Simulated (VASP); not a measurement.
All values below come from AM05 GGA, VASP's PBE PAW potentials (set 64) (plane waves; VASP). For the first row: Numerical set-up: 520 eV cut-off, 10×10×10 Γ-centred mesh, first-order Methfessel-Paxton smearing of 0.10 eV, potentials Co Si.

| system | energy (eV/atom) |
|---|---|
| CoSi2 (fluorite) | -6.8466 |
| Co (hcp) | -7.4957 |
| Si (diamond) | -5.5980 |

The references are the elements' solids at the same level; no temperature or zero-point terms are added.

Q: What is the formation energy per atom of CoSi2?

A: The references average (1×(-7.4957) + 2×(-5.5980))/3 = -6.2306 eV, so the formation energy is -6.8466 − (-6.2306) = -0.616 eV/atom.
